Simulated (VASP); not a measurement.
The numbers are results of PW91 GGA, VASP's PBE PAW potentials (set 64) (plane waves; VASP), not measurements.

The input files of a VASP run:

### INCAR
```
ALGO = Normal
EDIFF = 1E-7
EDIFFG = -0.01
ENCUT = 520
GGA = 91
IBRION = 2
ISIF = 4
ISMEAR = 0
LASPH = T
LCHARG = F
LMAXMIX = 4
LREAL = F
LWAVE = F
NELM = 100
NSW = 30
PREC = Accurate
SIGMA = 0.05
SYSTEM = TiO2
```

KPOINTS:
```
Automatic mesh
0
Gamma
8 8 8
0 0 0
```

### POSCAR
```
TiO2
1.0
 -1.9204314987   1.9204314987   4.8969171316
  1.9204314987  -1.9204314987   4.8969171316
  1.9204314987   1.9204314987  -4.8969171316
Ti O
2 4
Cart
  0.0000000000   1.9204314987   2.4484585658
  0.0000000000   0.0000000000   0.0000000000
  0.0000000000   1.9204314987   0.4244237016
 -0.0000000000   0.0000000000   7.7697993990
 -0.0000000000   0.0000000000   2.0240348642
 -0.0000000000   1.9204314987   4.4724934300
```

POTCAR, in this order: Ti_sv O (PBE.64 set). Program: vasp_std.

Output of the run:

OSZICAR:
```
       N       E                     dE             d eps       ncg     rms          rms(c)
DAV:   1     0.678904130314E+03    0.67890E+03   -0.24925E+04  3304   0.197E+03
DAV:   2     0.412976834118E+02   -0.63761E+03   -0.61866E+03  3756   0.569E+02
DAV:   3    -0.668368972852E+02   -0.10813E+03   -0.10607E+03  4984   0.212E+02
DAV:   4    -0.719044515563E+02   -0.50676E+01   -0.50629E+01  4680   0.483E+01
DAV:   5    -0.721258754178E+02   -0.22142E+00   -0.22137E+00  4636   0.785E+00    0.312E+01
DAV:   6    -0.549373217486E+02    0.17189E+02   -0.12932E+02  4340   0.103E+02    0.127E+01
DAV:   7    -0.542898918582E+02    0.64743E+00   -0.21354E+01  4328   0.356E+01    0.760E+00
DAV:   8    -0.542448189302E+02    0.45073E-01   -0.48287E+00  4264   0.197E+01    0.396E+00
DAV:   9    -0.540904134261E+02    0.15441E+00   -0.14496E+00  4504   0.101E+01    0.106E+00
DAV:  10    -0.541023259976E+02   -0.11913E-01   -0.84786E-02  3828   0.238E+00    0.276E-01
DAV:  11    -0.541011219451E+02    0.12041E-02   -0.74960E-03  4312   0.589E-01    0.875E-02
DAV:  12    -0.541012499425E+02   -0.12800E-03   -0.78977E-04  4592   0.188E-01    0.748E-02
DAV:  13    -0.541012069301E+02    0.43012E-04   -0.34936E-04  4656   0.142E-01    0.126E-02
DAV:  14    -0.541012099175E+02   -0.29874E-05   -0.25806E-05  4364   0.343E-02    0.562E-03
DAV:  15    -0.541012103218E+02   -0.40433E-06   -0.25710E-06  5180   0.108E-02    0.275E-03
DAV:  16    -0.541012103084E+02    0.13397E-07   -0.14854E-07  2696   0.402E-03
   1 F= -.54101210E+02 E0= -.54101210E+02  d E =-.541012E+02
       N       E                     dE             d eps       ncg     rms          rms(c)
DAV:   1    -0.541029887410E+02   -0.17784E-02   -0.13874E+00  3328   0.750E+00    0.194E-01
DAV:   2    -0.541047428859E+02   -0.17541E-02   -0.23931E-02  3772   0.112E+00    0.140E-01
DAV:   3    -0.541044262572E+02    0.31663E-03   -0.76050E-04  4580   0.219E-01    0.779E-02
DAV:   4    -0.541043317797E+02    0.94478E-04   -0.43260E-04  3776   0.176E-01    0.147E-02
DAV:   5    -0.541043366757E+02   -0.48960E-05   -0.85512E-05  3692   0.724E-02    0.110E-02
DAV:   6    -0.541043361533E+02    0.52244E-06   -0.43386E-06  4436   0.174E-02    0.337E-03
DAV:   7    -0.541043361945E+02   -0.41203E-07   -0.63256E-07  3340   0.635E-03
   2 F= -.54104336E+02 E0= -.54104336E+02  d E =-.312589E-02
       N       E                     dE             d eps       ncg     rms          rms(c)
DAV:   1    -0.541043816492E+02   -0.45496E-04   -0.18366E-01  3328   0.273E+00    0.715E-02
DAV:   2    -0.541046145288E+02   -0.23288E-03   -0.31821E-03  3776   0.407E-01    0.517E-02
DAV:   3    -0.541045727847E+02    0.41744E-04   -0.10360E-04  4600   0.818E-02    0.298E-02
DAV:   4    -0.541045592877E+02    0.13497E-04   -0.61440E-05  3760   0.665E-02    0.637E-03
DAV:   5    -0.541045598532E+02   -0.56550E-06   -0.12238E-05  3692   0.269E-02    0.414E-03
DAV:   6    -0.541045597900E+02    0.63225E-07   -0.62840E-07  3832   0.632E-03
   3 F= -.54104560E+02 E0= -.54104560E+02  d E =-.334948E-02
       N       E                     dE             d eps       ncg     rms          rms(c)
DAV:   1    -0.541088307963E+02   -0.42709E-02   -0.59904E-01  3304   0.695E+00    0.445E-01
DAV:   2    -0.541076930928E+02    0.11377E-02   -0.25009E-02  3648   0.132E+00    0.255E-01
DAV:   3    -0.541063257445E+02    0.13673E-02   -0.30573E-03  3960   0.536E-01    0.345E-02
DAV:   4    -0.541063474873E+02   -0.21743E-04   -0.49048E-04  4172   0.199E-01    0.243E-02
DAV:   5    -0.541063427593E+02    0.47280E-05   -0.37702E-05  4456   0.528E-02    0.991E-03
DAV:   6    -0.541063430725E+02   -0.31322E-06   -0.35228E-06  3788   0.193E-02    0.215E-03
DAV:   7    -0.541063431860E+02   -0.11351E-06   -0.57890E-07  3928   0.586E-03    0.112E-03
DAV:   8    -0.541063431938E+02   -0.78462E-08   -0.44407E-08  2064   0.197E-03
   4 F= -.54106343E+02 E0= -.54106343E+02  d E =-.178340E-02
       N       E                     dE             d eps       ncg     rms          rms(c)
DAV:   1    -0.541255258822E+02   -0.19183E-01   -0.43158E+00  3304   0.186E+01    0.119E+00
DAV:   2    -0.541174224099E+02    0.81035E-02   -0.18028E-01  3652   0.347E+00    0.683E-01
DAV:   3    -0.541078239118E+02    0.95985E-02   -0.23779E-02  4044   0.146E+00    0.138E-01
DAV:   4    -0.541077456590E+02    0.78253E-04   -0.43867E-03  4248   0.580E-01    0.614E-02
DAV:   5    -0.541077292561E+02    0.16403E-04   -0.20889E-04  4300   0.129E-01    0.268E-02
DAV:   6    -0.541077327080E+02   -0.34519E-05   -0.29960E-05  4396   0.515E-02    0.609E-03
DAV:   7    -0.541077339137E+02   -0.12057E-05   -0.36818E-06  4104   0.157E-02    0.249E-03
DAV:   8    -0.541077340218E+02   -0.10806E-06   -0.25827E-07  2944   0.415E-03    0.782E-04
DAV:   9    -0.541077340449E+02   -0.23132E-07   -0.52419E-08  2096   0.200E-03
   5 F= -.54107734E+02 E0= -.54107734E+02  d E =-.317425E-02
       N       E                     dE             d eps       ncg     rms          rms(c)
DAV:   1    -0.541086480053E+02   -0.91398E-03   -0.19826E-01  3304   0.400E+00    0.255E-01
DAV:   2    -0.541082873517E+02    0.36065E-03   -0.82144E-03  3648   0.757E-01    0.146E-01
DAV:   3    -0.541078405950E+02    0.44676E-03   -0.98665E-04  3968   0.304E-01    0.170E-02
DAV:   4    -0.541078487963E+02   -0.82013E-05   -0.12890E-04  4156   0.102E-01    0.115E-02
DAV:   5    -0.541078483602E+02    0.43604E-06   -0.84038E-06  4512   0.250E-02    0.555E-03
DAV:   6    -0.541078488217E+02   -0.46144E-06   -0.95071E-07  3680   0.104E-02    0.120E-03
DAV:   7    -0.541078489204E+02   -0.98752E-07   -0.15768E-07  2472   0.328E-03
   6 F= -.54107849E+02 E0= -.54107849E+02  d E =-.328913E-02
```

OUTCAR:
```
------------------------ aborting loop because EDIFF is reached ----------------------------------------
  FORCE on cell =-STRESS in cart. coord.  units (eV):
  Direction    XX          YY          ZZ          XY          YZ          ZX
  --------------------------------------------------------------------------------------
  Total       -2.2590261     -2.2590261     -2.2203776      0.0000000      0.0000000      0.0000000
  in kB      -50.1015818    -50.1015818    -49.2444206      0.0000000      0.0000000      0.0000000
  external PRESSURE =     -49.8158614 kB  Pullay stress =       0.0000000 kB
  volume of cell :       72.24
      direct lattice vectors                 reciprocal lattice vectors
    -1.911340431  1.911340431  4.943611144     0.000000000  0.261596517  0.101140641
     1.911340431 -1.911340431  4.943611144     0.261596517  0.000000000  0.101140641
     1.911340431  1.911340431 -4.943611144     0.261596517  0.261596517  0.000000000
 POSITION                                       TOTAL-FORCE (eV/Angst)
 -----------------------------------------------------------------------------------
     -0.00000      1.91134      2.47181         0.000000      0.000000      0.000000
      0.00000      0.00000      0.00000         0.000000      0.000000      0.000000
     -0.00000      1.91134      0.45135         0.000000     -0.000000     -0.008002
      0.00000      0.00000      7.86677        -0.000000      0.000000     -0.008002
      0.00000      0.00000      2.02045        -0.000000      0.000000      0.008002
      0.00000      1.91134      4.49226         0.000000     -0.000000      0.008002
 -----------------------------------------------------------------------------------
    total drift:                               -0.000000     -0.000000     -0.000000
  FREE ENERGIE OF THE ION-ELECTRON SYSTEM (eV)
  ---------------------------------------------------
  free  energy   TOTEN  =       -54.1078489204 eV

  energy  without entropy=      -54.1078489204  energy(sigma->0) =      -54.10784892

 reached required accuracy - stopping structural energy minimisation
```
(Selected blocks of OUTCAR.)

**CONTCAR**
```
TiO2
   1.00000000000000
    -1.9113404312857132    1.9113404312857132    4.9436111436683623
     1.9113404312857132   -1.9113404312857132    4.9436111436683623
     1.9113404312857132    1.9113404312857132   -4.9436111436683623
  Ti              O
     2     4
Direct
     0.7500000000000000    0.2500000000000000    0.5000000000000000
     0.0000000000000000    0.0000000000000000    0.0000000000000000
     0.5456499407560162    0.0456499407560161    0.5000000000000000
     0.7956499407560162    0.7956499407560162    0.0000000000000000
     0.2043500592439839    0.2043500592439839    0.0000000000000000
     0.9543500592439838    0.4543500592439839    0.5000000000000000
```

The compound is TiO2 in the anatase structure, one of several forms; rutile is the usual stable one. This cell is one point of a volume scan, at 1.03 of the reference volume. Symmetry was kept, so distortions that lower it aren't found.
